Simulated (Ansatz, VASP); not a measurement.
## Cross-check of MoS2 between VASP and Ansatz

Wanted: the spread between two codes on one cell, functional and k mesh. The cell is taken from a series of runs on this material, whose earlier steps may have relaxed, scaled, displaced or heated it; both programs get it as it stands. Other levels of theory on this material are compared in a session of their own.

Program: Ansatz 0.2.0. Level of theory: plane waves, with VASP 6.6.1 beside it; single point at r2SCAN. Results are calculated unless marked as measured.

## 1. The starting structure

It takes space group P-6m2 (No. 187, hexagonal). The conventional cell has a = 3.184 Å, b = 3.184 Å, c = 17.335 Å, α = 90.00°, β = 90.00°, γ = 120.00°. Mo has 6 S at 2.41 Å nearest. Nearest to S lie 3 Mo at 2.41 Å. Farther neighbours and most contacts between anions are not listed.

As a file:

```xyz
3
Lattice="-2.7575 1.5921 0.0000 0.0000 -3.1841 0.0000 0.0000 0.0000 17.3346" Properties=species:S:1:pos:R:3
Mo    0.0000    0.0000    0.0000
S    -0.9192   -1.5921    1.5513
S    -0.9192   -1.5921   15.7833
```

## 2. VASP: single point, r2SCAN

With cell and atoms fixed, the geometry can't cause a difference; cores, projectors, grids and the points listed under the comparison can.

Lines of VASP's logs that name or quote its potential files are left out, and so is its time.

INCAR

```
SYSTEM = MoS2
PREC = Accurate
ENCUT = 550
EDIFF = 1E-06
NELM = 120
ISMEAR = 0
SIGMA = 0.08
LREAL = .FALSE.
ALGO = Normal
METAGGA = R2SCAN
LASPH = .TRUE.
NBANDS = 19
LORBIT = 11
LWAVE = .FALSE.
LCHARG = .FALSE.
ISIF = 2
GGA_COMPAT = .FALSE.
EFERMI = MIDGAP
LMIXTAU = .TRUE.
KPAR = 2
```

POSCAR

```
MoS2
1.0
   -2.7575340900      1.5920630200      0.0000000000
    0.0000000300     -3.1841260800      0.0000000000
    0.0000000000      0.0000000000     17.3345999500
Mo S
1 2
Direct
    0.0000000000      0.0000000000      0.0000000000
    0.3333333333      0.6666666667      0.0894929800
    0.3333333333      0.6666666667      0.9105070200
```

KPOINTS

```
Automatic mesh
0
Gamma
12 12 2
0 0 0
```

Potentials, in the order of the species: Mo_sv and S (PBE family, release 64).

Run with:

```console
> mpirun -np 2 vasp_std
```

Numbers of over 12 decimals in the logs are rounded to 6 here.

The program printed:

```text
[banner, memory and clock lines left out]
running    2 mpi-ranks, on    1 nodes
 distrk:  each k-point on    1 cores,    2 groups
 distr:  one band on    1 cores,    1 groups

 POSCAR found type information on POSCAR MoS
 POSCAR found :  2 types and       3 ions
|                                                                             |
|               ----> ADVICE to this user running VASP <----                  |
|                                                                             |
|     You enforced a specific xc type in the INCAR file but a different       |
|     [... a line on the potential file left out ...]
|     I HOPE YOU KNOW WHAT YOU ARE DOING!                                     |
|                                                                             |

 LDA part: xc-table for (None), standard interpolation
 POSCAR, INCAR and KPOINTS ok, starting setup
 FFT: planning ... GRIDC
 FFT: planning ... GRID_SOFT
 FFT: planning ... GRID
 WAVECAR not read
 entering main loop
       N       E                     dE             d eps       ncg     rms          rms(c)
DAV:   1     0.135949650373E+03    0.13595E+03   -0.12822E+04  1868   0.119E+03
DAV:   2    -0.435312574348E+02   -0.17948E+03   -0.17579E+03  1901   0.271E+02
DAV:   3    -0.545121731539E+02   -0.10981E+02   -0.10892E+02  1896   0.589E+01
DAV:   4    -0.546889244301E+02   -0.17675E+00   -0.17635E+00  1845   0.784E+00
DAV:   5    -0.546924684168E+02   -0.35440E-02   -0.35435E-02  1883   0.111E+00    0.269E+01
DAV:   6    -0.499097539393E+02    0.47827E+01   -0.11318E+01  1578   0.261E+01    0.912E+00
DAV:   7    -0.479903393248E+02    0.19194E+01   -0.37491E+00  1609   0.115E+01    0.479E+00
DAV:   8    -0.475259640587E+02    0.46438E+00   -0.12552E+00  1594   0.722E+00    0.260E+00
DAV:   9    -0.469033561656E+02    0.62261E+00   -0.90392E-02  1650   0.280E+00    0.874E-01
DAV:  10    -0.460738668984E+02    0.82949E+00   -0.12027E-01  1642   0.347E+00    0.281E-01
DAV:  11    -0.459852501302E+02    0.88617E-01   -0.33429E-03  1621   0.487E-01    0.258E-01
DAV:  12    -0.459351398938E+02    0.50110E-01   -0.45282E-04  1685   0.187E-01    0.252E-01
DAV:  13    -0.450491270374E+02    0.88601E+00   -0.10620E-01  1510   0.246E+00    0.398E-01
DAV:  14    -0.450542499349E+02   -0.51229E-02   -0.17357E-03  1946   0.282E-01    0.410E-01
[...]
DAV:  53    -0.450007698967E+02   -0.10117E-03   -0.36522E-05  1594   0.442E-02    0.109E-02
DAV:  54    -0.450007396903E+02    0.30206E-04   -0.12446E-05  1513   0.293E-02    0.950E-03
DAV:  55    -0.450007459595E+02   -0.62692E-05   -0.14919E-04  1529   0.811E-02    0.662E-03
DAV:  56    -0.450008199424E+02   -0.73983E-04   -0.32114E-05  1483   0.433E-02    0.386E-03
DAV:  57    -0.450008150526E+02    0.48898E-05   -0.18026E-06  1280   0.115E-02    0.222E-03
DAV:  58    -0.450007996628E+02    0.15390E-04   -0.65913E-06  1474   0.191E-02    0.867E-04
DAV:  59    -0.450008139543E+02   -0.14292E-04   -0.27433E-06  1340   0.145E-02    0.816E-04
DAV:  60    -0.450008145517E+02   -0.59732E-06   -0.35521E-07  1179   0.690E-03
   1 F= -.45000815E+02 E0= -.45000815E+02  d E =-.104004E-50
```

From OUTCAR (step 2):

```text
ion  position               nearest neighbor table
   1  0.000  0.000  0.000-   2 2.41   3 2.41   2 2.41   3 2.41   2 2.41   3 2.41
   2  0.333  0.667  0.089-   1 2.41   1 2.41   1 2.41
   3  0.333  0.667  0.911-   1 2.41   1 2.41   1 2.41

  LATTYP: Found a hexagonal cell.
 ALAT       =     3.1841260837
 C/A-ratio  =     5.4440683233

 Subroutine GETGRP returns: Found 12 space group operations
 (whereof 12 operations were pure point group operations)

The static configuration has the point symmetry D_3h.

 Found     38 irreducible k-points:

   k-points           NKPTS =     38   k-points in BZ     NKDIM =     38   number of bands    NBANDS=     19

   dimension x,y,z NGX =    24 NGY =   24 NGZ =  140
   dimension x,y,z NGXF=    48 NGYF=   48 NGZF=  280

   ENCUT  =  550.0 eV  40.42 Ry    6.36 a.u.   6.09  6.09 33.15*2*pi/ulx,y,z

   NELECT =      26.0000    total number of electrons

 k-points in reciprocal lattice and weights: Automatic mesh
   0.00000000  0.00000000  0.00000000       0.003
   0.08333333 -0.00000000  0.00000000       0.021
   0.16666667 -0.00000000  0.00000000       0.021
   0.25000000  0.00000000  0.00000000       0.021
   0.33333333 -0.00000000  0.00000000       0.021
   0.41666667 -0.00000000  0.00000000       0.021
   0.50000000  0.00000000  0.00000000       0.010
   0.08333333  0.08333333  0.00000000       0.021
   0.16666667  0.08333333  0.00000000       0.042
[...]
0.33333333  0.25000000  0.50000000       0.042
   0.33333333  0.33333333  0.50000000       0.007

 average (electrostatic) potential at core
       1 -88.3954       2 -95.7912       3 -95.7912

 E-fermi :  -0.7231

 k-point     1 :       0.0000    0.0000    0.0000
  band No.  band energies     occupation
    ...
      9      -4.4380      2.00000
     10      -3.4766      2.00000
     11      -3.2844      2.00000
     12      -3.2844      2.00000
     13      -1.5637      2.00000
     14       1.3181      0.00000
     15       1.3181      0.00000
     16       1.5802      0.00000
     17       1.5802      0.00000
     18       4.3772      0.00000
    ...

 k-point     2 :       0.0833   -0.0000    0.0000
  band No.  band energies     occupation
    ...
      9      -4.3275      2.00000
     10      -4.0320      2.00000
     11      -3.4525      2.00000
     12      -2.8921      2.00000
     13      -1.6248      2.00000
     14       1.2055      0.00000
     15       1.3146      0.00000
     16       1.4590      0.00000
     17       1.5061      0.00000
     18       4.5405      0.00000
    ...

 k-point     3 :       0.1667   -0.0000    0.0000
  band No.  band energies     occupation
    ...
      9      -4.7114      2.00000
     10      -4.0194      2.00000
     11      -3.8501      2.00000
     12      -2.7791      2.00000
     13      -1.8836      2.00000
     14       0.8891      0.00000
     15       1.1765      0.00000
     16       1.1886      0.00000
     17       1.9401      0.00000
     18       4.9558      0.00000
    ...

  Total        0.0290751      0.0290751      0.0517797     -0.0000000      0.0000000      0.0000000
  in kB        0.3060598      0.3060598      0.5450612     -0.0000000      0.0000000      0.0000000
  external PRESSURE =       0.3857269 kB  Pullay stress =       0.0000000 kB

  energy-cutoff  :      550.00
  volume of cell :      152.20
      direct lattice vectors                 reciprocal lattice vectors
    -2.757534090  1.592063020  0.000000000    -0.362642844 -0.000000003  0.000000000
     0.000000030 -3.184126080  0.000000000    -0.181321420 -0.314057917  0.000000000
     0.000000000  0.000000000 17.334599950     0.000000000  0.000000000  0.057688092

 POSITION                                       TOTAL-FORCE (eV/Angst)
 -----------------------------------------------------------------------------------
      0.00000      0.00000      0.00000         0.000000      0.000000      0.000000
     -0.91918     -1.59206      1.55133         0.000000     -0.000000      0.021792
     -0.91918     -1.59206     15.78327        -0.000000      0.000000     -0.021792
 -----------------------------------------------------------------------------------
    total drift:                                0.000001     -0.000002     -0.000000

  FREE ENERGIE OF THE ION-ELECTRON SYSTEM (eV)
  ---------------------------------------------------
  free  energy   TOTEN  =       -45.0008145517 eV

  energy  without entropy=      -45.0008145517  energy(sigma->0) =      -45.00081455

 total charge
# of ion       s       p       d       tot
------------------------------------------
    1        2.284   6.221   3.904  12.409
    2        1.354   2.369   0.000   3.723
    3        1.354   2.369   0.000   3.723
--------------------------------------------------
tot          4.991  10.958   3.904  19.854

[... 3 further parts left out ...]
```

The run ends at a pressure of 0.04 GPa, with forces up to 0.022 eV/Å.

## 3. Ansatz: single point, r2SCAN

Ansatz runs on its default PAW (the set named soft_2) files.

The same cell, functional, mesh and smearing now go to Ansatz, which takes its cutoff from its data sets.

input.yaml

```yaml
crystal:
  lattice:
    - [-2.75753409, 1.59206302, 0.0]
    - [3.0e-08, -3.18412608, 0.0]
    - [0.0, 0.0, 17.33459995]
  atoms:
    - { symbol: Mo, position: [0.0, 0.0, 0.0] }
    - { symbol: S, position: [0.33333333, 0.66666667, 0.08949298] }
    - { symbol: S, position: [0.33333333, 0.66666667, 0.91050702] }
kpoints:
  mp_grid: { grid: [12, 12, 2] }
  band_path:
    path:
      - [[0.0, 0.0, 0.0], [0.5, 0.0, 0.0], [0.33333333, 0.33333333, 0.0], [0.0, 0.0, 0.0], [0.0, 0.0, 0.5], [0.5, 0.0, 0.5], [0.33333333, 0.33333333, 0.5], [0.0, 0.0, 0.5]]
      - [[0.5, 0.0, 0.5], [0.5, 0.0, 0.0]]
      - [[0.33333333, 0.33333333, 0.5], [0.33333333, 0.33333333, 0.0]]
    npoints: 10
hamiltonian:
  xc: r2scan
scf:
  occupations: { method: gaussian, width: 0.08 }
  n_extra_bands: 19
  max_iter: 150
output:
  eigenvalues: true
  forces: true
  stress: true
  fatbands: true
```

Run with:

```console
> ansatz run input.yaml --threads 4 --pin off --max-ram 9216MiB --backend cpu --events-out ev --progress --plain --runs-dir out
```

The program printed:

```text
scf.n_extra_bands = 19 over 13 filled bands (N_el = 26.0): the run solves 32 bands
Engine: ansatz 0.2.0, aarch64-unknown-linux-gnu
Pseudopotentials: kind: paw
Pseudopotential: Mo, paw, valence charge 14, recommended cutoff 500 eV (meta_gga), Mo.paw.azcp
Pseudopotential: S, paw, valence charge 6, recommended cutoff 500 eV (meta_gga), S.paw.azcp
Functional definition: r2SCAN
  parameter k0 = 0.174
  parameter k1 = 0.065
  parameter a1 = 4.9479
  exchange = r2scan_x(k0 = k0, k1 = k1, a1 = a1)
  correlation = r2scan_c
Crystal: 3 atoms, lattice volume = 152.204 Å³
Basis set: ecut = 500 eV, 3849 PW (Γ), exchange–correlation on 96×96×512 points (64 copies of the dense FFT grid, shifted against one another)
Bands: 32, of which v1, the nominal top of the filled ones, is band 13 counted from 1 (12 counted from 0)
Symmetry: 12 space group operations
Space group: P-6m2 (ITA 187), of the structure as read, at distance tolerance 5.3e-5 Å
k-points: 38 of 288 (time reversal used)
Non-local potential: Mo, projectors of the file, l = 0: 3, l = 1: 2, l = 2: 2, l = 3: 1
Non-local potential: S, projectors of the file, l = 0: 2, l = 1: 2, l = 2: 2
PAW form: soft (Blöchl's): semilocal exchange-correlation on the pseudo side does not see the compensation charge
PAW frozen core: Mo, regenerated for the run's functional (the file was generated under x = pbe(κ = 0.804, μ = 0.219515), c = pbe(β = 0.066725))
PAW frozen core: S, regenerated for the run's functional (the file was generated under x = pbe(κ = 0.804, μ = 0.219515), c = pbe(β = 0.066725))
PAW one-centre angular grid: Mo, 590 points (default); XC on 160 Gauss nodes
PAW one-centre angular grid: S, 302 points (default); XC on 160 Gauss nodes
Initial density: superposition of atomic densities (neutral atoms: chi_scale 0, normalization atom), corrected by the library's trained network
Initial wavefunctions: pseudopotential atomic-orbital guess
Functional: x = r2scan, c = r2scan; τ floored in thin density (d = 2e-4 eV/Å³)
SCF iter   1: F=—  HF=-6782.073754 eV  |F-HF|=—  |Δ(HF+E_count)|=         —  Δρ=5.77e-3  dr2=5.84e-2  dr2_τ=5.04e-2  ethr=1.77e-3  ⟨swp⟩=7.6  Hψ=7376  notcnv=0  defer=235
preconditioner: auto → none  [insulator: Δε(μ)=1.720 eV  Ē_g=14.917 eV  σ=0.080 eV  W_gap=1.00  n_scr=10 (ndim 8)  ℏωp=12.8 eV  f_vac=0.617  D(μ)=0.00/eV (n_scr^D=0)  ε∞_Penn≈1.7]
SCF iter   2: F=—  HF=-6782.148646 eV  |F-HF|=—  |Δ(HF+E_count)|=   7.49e-2  Δρ=7.05e-3  dr2=2.24e-1  dr2_τ=1.37e-2  ethr=2.25e-4  ⟨swp⟩=2.9  Hψ=2222  notcnv=0  defer=568  recentre
SCF iter   3: F=—  HF=-6782.115858 eV  |F-HF|=—  |Δ(HF+E_count)|=   3.28e-2  Δρ=3.46e-3  dr2=1.07e-2  dr2_τ=4.68e-4  ethr=2.25e-4  ⟨swp⟩=2.1  Hψ=1086  notcnv=0  defer=568
SCF iter   4: F=—  HF=-6782.120348 eV  |F-HF|=—  |Δ(HF+E_count)|=   4.49e-3  Δρ=7.28e-4  dr2=8.85e-4  dr2_τ=6.79e-5  ethr=4.11e-5  ⟨swp⟩=2.4  Hψ=1581  notcnv=0  defer=568
SCF iter   5: F=—  HF=-6782.120655 eV  |F-HF|=—  |Δ(HF+E_count)|=   3.07e-4  Δρ=2.21e-4  dr2=8.32e-5  dr2_τ=7.89e-6  ethr=3.40e-6  ⟨swp⟩=2.3  Hψ=1005  notcnv=0  defer=568
SCF iter   6: F=—  HF=-6782.120779 eV  |F-HF|=—  |Δ(HF+E_count)|=   1.24e-4  Δρ=6.37e-5  dr2=2.35e-6  dr2_τ=2.39e-7  ethr=3.20e-7  ⟨swp⟩=2.7  Hψ=1540  notcnv=0  defer=568
iter 7 met the thresholds in force, and the SCF goes on: an eigenvalue changes by 12.56 meV, over its tolerance of 10.00 meV (output.eigenvalues, Limitations)
SCF iter   7: F=-6782.120785 eV  HF=-6782.120785 eV  |F-HF|=8.64e-8  |Δ(HF+E_count)|=   6.52e-6  Δρ=9.59e-6  dr2=9.41e-8  dr2_τ=8.18e-9  ethr=3.85e-10  ⟨swp⟩=13.9  Hψ=10305  notcnv=0
SCF iter   8: F=-6782.120785 eV  HF=-6782.120785 eV  |F-HF|=6.41e-9  |Δ(HF+E_count)|=   1.23e-7  Δρ=1.21e-6  dr2=1.62e-9  dr2_τ=1.97e-10  ethr=3.62e-10  ⟨swp⟩=6.7  Hψ=6010  notcnv=0
SCF 1 converged in 8 iterations: F = -6782.120785 eV  dr2 = 1.62e-9
  greatest PAW one-centre occupation: 0.996 electrons in one spin orbital (limit 2), on the Mo atom at site 0 (counted from 0), in its partial waves of l = 0
NSCF: frozen V_eff on 93 k-points
SCF converged after 8 iterations
an eigenvalue changed by more than its tolerance at an iteration that met the thresholds in force, so the SCF went on 1 time: the last check found none over its tolerance
Free energy (F): -6782.120785 eV
Harris-Foulkes:  -6782.120785 eV  (|F-HF|=6.41e-9)
Internal energy: -6782.120785 eV  (E = F + TS)
E sigma→0 (E₀):  -6782.120785 eV
Fermi energy:    0.454979 eV
--- Per-component energies (eV) ---
  E_band       = -449.069123
  E_kinetic    = 654.217240
  E_local      = -13060.519928  (includes V_loc(G=0)·N_el)
  E_nonlocal   = 198.374672
  E_hartree    = 6166.387982
  E_xc         = -362.293123
  E_vxc        = -445.800905  (∫ρ·V_xc dr)
  E_paw        = -4435.807238  (= ΣΔE_a)
  E_vpaw       = -154.107985  (= ΣTr[D̂ρ^β])
  E_aug_tail   = 0.000009  (compensation charges beyond the density's cutoff)
  E_vtau       = 25.988762  (kinetic-family band-sum trace: ∫τ·v_τ [+ j·A + Jᵃ·Aᵃ] dr)
  E_ewald      = 4057.960339
  E_core_change = -0.440737  (= ΣΔE_core)
  E_smearing   = -0.000000  (= −TS)
  E_closure    = -0.000000  (closes the sum)
  Σ components = -6782.120785   (vs F -6782.120785, Δ=0.00e0)
--- Forces (eV/Å), atoms counted from 1 ---
  atom   1  Mo    -0.00000000     0.00000000     0.00000000
  atom   2  S     -0.00000000     0.00000000     0.01779177
  atom   3  S     -0.00000000     0.00000000    -0.01779177
  max |Σ_I F_I| component: 6.48e-17 eV/Å
--- Stress (GPa, compression-positive) ---
       -0.002290       0.000000       0.000000
        0.000000      -0.002290       0.000000
        0.000000       0.000000       0.058114
  P = ⅓ Tr σ = 0.0178 GPa (0.178 kbar)
--- Band table (eV; the first three rows and the last of 38) ---
  k-point 0: bands = [... 9 lower, -2.2864, -2.1005, -2.1005, -0.3768, 2.5026, 2.5026, 2.7659, 2.7659, ... 15 higher]
  k-point 1: bands = [... 9 lower, -2.2864, -2.1005, -2.1005, -0.3768, 2.5026, 2.5026, 2.7659, 2.7659, ... 15 higher]
  k-point 2: bands = [... 9 lower, -2.8440, -2.2682, -1.7039, -0.4375, 2.3885, 2.4991, 2.6442, 2.6903, ... 15 higher]
  k-point 37: bands = [... 9 lower, -4.1727, -3.4374, -2.6986, -0.4722, 1.2894, 2.8850, 3.3312, 4.7557, ... 15 higher]
```

## 4. Side by side

Known differences besides the potentials themselves: VASP keeps PBE cores, Ansatz makes them for the functional; the cutoff is 500 eV in Ansatz and 550 eV in VASP. Total energies have different zeros and are not compared.

Compared:

| quantity | Ansatz | VASP | difference |
| --- | --- | --- | --- |
| pressure (GPa) | 0.02 | 0.04 | -0.02 |
| gap on the k mesh (eV) | 1.666 | 1.681 | -0.015 |

At this near-relaxed geometry the largest component of a force difference is 4 meV/Å. A gap on the mesh is an upper bound, since the band edges may lie between its points.

## 5. What came out

```yaml
difference_in_gap_on_the_k_mesh_single_point_r2scan: -0.015 eV
```

What this shows: The difference in gap on the k mesh is -0.015 eV (single point, r2SCAN), within the 0.08 eV picked in this series as the mark of a large difference. 4 further runs of this series are not shown here. Such differences can come from data sets, numerical settings and the points named under the comparisons, not from the functional's error against experiment.

[Lines on the potential files, build, host, timing and source positions are cut from VASP's logs without a mark.]

[Logs are printed without paths, hosts, clocks, repeated set-up lines and the standing remarks that a program may print on its own settings, such as how far it seeks lower states.]

[Hosts, paths, dates, database ids (printed as entryN), source tags and the programs' standing remarks are cut or masked in the printed files.]
